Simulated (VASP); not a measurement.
# BSiH5 in VASP: reference runs

Aim: a first look at BSiH5 with PBE, on the cell as given.

All numbers are computed with VASP 6.6.1; they aren't measurements. Logs are shortened: lines on timing, memory, paths and dates and some standing lists are left out, and cuts for length are marked.

### 1 The structure

The cell holds a molecule in a box, 7 atoms: a = 12.000 Å, b = 13.000 Å, c = 12.000 Å, α = 90.00°, β = 90.00°, γ = 90.00°.

### 2 Single point, PBE

The input, INCAR:

```
PREC = Accurate
ENCUT = 520
EDIFF = 1E-7
ISMEAR = 0
SIGMA = 0.01
LREAL = F
LASPH = T
NELM = 80
ALGO = Normal
ISIF = 2
LWAVE = F
LCHARG = F
GGA = PE
NBANDS = 15
```

The input, KPOINTS:

```
regular mesh
0
Gamma
  1 1 1
```

The input, POSCAR:

```
SiBH5
1.0
   12.0000000000      0.0000000000      0.0000000000
    0.0000000000     13.0000000000      0.0000000000
    0.0000000000      0.0000000000     12.0000000000
B Si H
1 1 5
Direct
    0.4829625000      0.4249923100      0.5401750000
    0.4939875000      0.5768615400      0.5107750000
    0.3927291700      0.3864076900      0.5473250000
    0.5620958300      0.3701076900      0.5511000000
    0.4352291700      0.6005615400      0.4042166700
    0.4345958300      0.6331230800      0.6014500000
    0.6094375000      0.6179000000      0.5031916700
```

Potentials or basis: VASP PAW PBE potentials, release 64 (B, Si, H).

On the command line:

```bash
> cat potpaw_PBE.64/B/POTCAR potpaw_PBE.64/Si/POTCAR potpaw_PBE.64/H/POTCAR > POTCAR
> mpirun -np 1 vasp_gam > vasp.out
```

OUTCAR:

```text
PREC = Accurate
   ENCUT = 520
   EDIFF = 1E-7
   ISMEAR = 0
   LREAL = F
   LASPH = T
   NELM = 80
   ISIF = 2
   GGA = PE

 ion  position               nearest neighbor table
   1  0.483  0.425  0.540-   4 1.19   3 1.20   2 2.01
   2  0.494  0.577  0.511-   7 1.49   6 1.49   5 1.49   1 2.01
   3  0.393  0.386  0.547-   1 1.20
   4  0.562  0.370  0.551-   1 1.19
   5  0.435  0.601  0.404-   2 1.49
   6  0.435  0.633  0.601-   2 1.49
   7  0.609  0.618  0.503-   2 1.49

  LATTYP: Found a simple tetragonal cell.
 ALAT       =    12.0000000000
 C/A-ratio  =     1.0833333333

  Lattice vectors:

 A1 = ( -12.0000000000,   0.0000000000,   0.0000000000)
 A2 = (   0.0000000000,   0.0000000000,  12.0000000000)
 A3 = (   0.0000000000,  13.0000000000,   0.0000000000)

Analysis of symmetry for initial positions (statically):
=====================================================================
 Subroutine PRICEL returns:
 Original cell was already a primitive cell.

 Routine SETGRP: Setting up the symmetry group for a
 simple tetragonal supercell.

 Subroutine GETGRP returns: Found  1 space group operations
 (whereof  1 operations were pure point group operations)
 out of a pool of 16 trial point group operations.

The static configuration has the point symmetry C_1 .

Analysis of symmetry for dynamics (positions and initial velocities):
=====================================================================
 Subroutine PRICEL returns:
 Original cell was already a primitive cell.

 Routine SETGRP: Setting up the symmetry group for a
 simple tetragonal supercell.

 Subroutine GETGRP returns: Found  1 space group operations
 (whereof  1 operations were pure point group operations)
 out of a pool of 16 trial point group operations.

The dynamic configuration has the point symmetry C_1 .

 Subroutine INISYM returns: Found  1 space group operations
 (whereof  1 operations are pure point group operations),
 and found     1 'primitive' translations

----------------------------------------------------------------------------------------

                                     Primitive cell

  volume of cell :    1872.0000

  direct lattice vectors                    reciprocal lattice vectors
    12.000000000  0.000000000  0.000000000     0.083333333  0.000000000  0.000000000
     0.000000000 13.000000000  0.000000000     0.000000000  0.076923077  0.000000000
[... 80 lines left out ...]
   TEBEG  =    0.0;   TEEND  =   0.0 temperature during run
   PSTRESS=    0.0 pullay stress
   NELECT =      12.0000    total number of electrons
   NUPDOWN=      -1.0000    fix difference up-down
   EMIN   =  10.00;   EMAX   =-10.00  energy-range for DOS
   EFERMI =   0.00;   METHOD = LEGACY
   ISMEAR =     0;   SIGMA  =   0.01  broadening in eV -4-tet -1-fermi 0-gaus
   EFERMI_NEDOS =   21; number of points for ismear=-14 and -15
   IALGO  =     38    algorithm
   IMIX   =      4    mixing-type and parameters
     AMIX     =   0.40;   BMIX     =  1.00
     AMIX_MAG =   1.60;   BMIX_MAG =  1.00
  volume/ion in A,a.u.               =     267.43      1804.70
  Fermi-wavevector in a.u.,A,eV,Ry     =   0.304112  0.574688  1.258321  0.092484
  Thomas-Fermi vector in A             =   1.175900
   LORBIT       =      0    0 simple, 1 ext, 2 COOP (PROOUT), +10 PAW based schemes
   GGA     = PE    functional components
   LHFCALC =     F    Hartree Fock is set to
   AEXX    =    0.0000 exact exchange contribution
   IVDW    =     0    specifies the selected vdW correction
   LEPSILON=     F    determine dielectric tensor
   LRPA    =     F    only Hartree local field effects (RPA)
 non-spin polarized calculation
 Gauss-broadening in eV      SIGMA  =   0.01
  energy-cutoff  :      520.00
  volume of cell :     1872.00
 maximum number of plane-waves:     25235
 NGX is ok and might be reduce to    90
   NGX = 45   NGY = 49   NGZ = 45

 number of electron      12.0000002 magnetization

 Free energy of the ion-electron system (eV)
  ---------------------------------------------------
  ext. energy  EPLUGINS =         0.00000000
  ---------------------------------------------------
  free energy    TOTEN  =       -27.73516030 eV

  energy without entropy =      -27.73516030  energy(sigma->0) =      -27.73516030

 E-fermi :  -6.9778     XC(G=0):  -0.6773

 val. band max:       -7.0510467057   @ k =   0.0000   0.0000   0.0000
 cond. band min:      -3.3142404975   @ k =   0.0000   0.0000   0.0000
 fundamental gap:      3.7368062083
 Fermi energy:        -6.9778168044

 k-point     1 :       0.0000    0.0000    0.0000
  band No.  band energies     occupation
      1     -13.5582      2.00000
      2     -11.5703      2.00000
      3      -8.7721      2.00000
      4      -8.3057      2.00000
      5      -7.8161      2.00000
      6      -7.0510      2.00000
      7      -3.3142      0.00000
      8      -0.3695      0.00000
      9       0.1817      0.00000
     10       0.2687      0.00000
     11       0.4408      0.00000
     12       0.5830      0.00000
     13       0.6961      0.00000
     14       0.7670      0.00000
     15       0.9600      0.00000

------------------------ aborting loop because EDIFF is reached ----------------------------------------

  FORCE on cell =-STRESS in cart. coord.  units (eV):
  Direction    XX          YY          ZZ          XY          YZ          ZX
  --------------------------------------------------------------------------------------
  -------------------------------------------------------------------------------------
  Total        0.3813946      0.1385134      0.1561665     -0.0001589      0.0035426     -0.0000210
  in kB        0.3264219      0.1185486      0.1336573     -0.0001360      0.0030320     -0.0000180
  external PRESSURE =       0.1928759 kB  Pullay stress =       0.0000000 kB

 VOLUME and BASIS-vectors are now :
 -----------------------------------------------------------------------------
  energy-cutoff  :      520.00
  volume of cell :     1872.00
      direct lattice vectors                 reciprocal lattice vectors
    12.000000000  0.000000000  0.000000000     0.083333333  0.000000000  0.000000000
     0.000000000 13.000000000  0.000000000     0.000000000  0.076923077  0.000000000
     0.000000000  0.000000000 12.000000000     0.000000000  0.000000000  0.083333333

 POSITION                                       TOTAL-FORCE (eV/Angst)
 -----------------------------------------------------------------------------------
      5.79555      5.52490      6.48210        -0.005803      0.101286     -0.018589
      5.92785      7.49920      6.12930         0.058636     -0.146071      0.025351
      4.71275      5.02330      6.56790        -0.110466     -0.051559      0.008953
      6.74515      4.81140      6.61320         0.098660     -0.070933      0.013373
      5.22275      7.80730      4.85060        -0.070352      0.036508     -0.101011
      5.21515      8.23060      7.21740        -0.071672      0.070121      0.082563
      7.31325      8.03270      6.03830         0.100998      0.060648     -0.010639
 -----------------------------------------------------------------------------------
    total drift:                                0.000085     -0.000172      0.000088

  FREE ENERGIE OF THE ION-ELECTRON SYSTEM (eV)
  ---------------------------------------------------
  free  energy   TOTEN  =       -27.7351602959 eV

  energy  without entropy=      -27.7351602959  energy(sigma->0) =      -27.73516030
```

OSZICAR:

```text
N       E                     dE             d eps       ncg     rms          rms(c)
DAV:   1     0.863687357564E+02    0.86369E+02   -0.20333E+03    30   0.401E+02
DAV:   2    -0.102481550237E+02   -0.96617E+02   -0.94735E+02    53   0.653E+01
DAV:   3    -0.295911860171E+02   -0.19343E+02   -0.19263E+02    44   0.516E+01
[... 18 lines left out ...]
DAV:  22    -0.277351590568E+02   -0.20105E-05   -0.29755E-08    44   0.731E-04    0.190E-04
DAV:  23    -0.277351598786E+02   -0.82179E-06   -0.74260E-09    30   0.337E-04    0.719E-05
DAV:  24    -0.277351601626E+02   -0.28404E-06   -0.29793E-09    37   0.214E-04    0.272E-05
DAV:  25    -0.277351602696E+02   -0.10706E-06   -0.74497E-10    30   0.132E-04    0.119E-05
DAV:  26    -0.277351602959E+02   -0.26257E-07    0.62833E-10    44   0.517E-05
   1 F= -.27735160E+02 E0= -.27735160E+02  d E =-.289647E-25
```

It took 2.2 min on 1 thread of AMD EPYC 7R13 (Zen 3), shared host; peak memory 1.3 GiB.

What came out:

```
Free energy                     : -27.7352 eV
Largest force                   : 0.159 eV/Å
Gap between the frontier levels : 3.74 eV
```

Forces in eV/Å, atoms in the order of the input:
```
B   -0.006  0.101 -0.019
Si   0.059 -0.146  0.025
H   -0.110 -0.052  0.009
H    0.099 -0.071  0.013
H   -0.070  0.037 -0.101
H   -0.072  0.070  0.083
H    0.101  0.061 -0.011
```

Levels at points of the mesh, in eV from the valence-band top:
| k point | band 2 | band 3 | band 4 | band 5 | band 6 | band 7 | band 8 | band 9 | band 10 | band 11 |
| --- | --- | --- | --- | --- | --- | --- | --- | --- | --- | --- |
| (0.00, 0.00, 0.00) | -4.52 | -1.72 | -1.25 | -0.77 | 0.00 | 3.74 | 6.68 | 7.23 | 7.32 | 7.49 |

A hybrid or GW would open this gap; PBE tends to underestimate it.
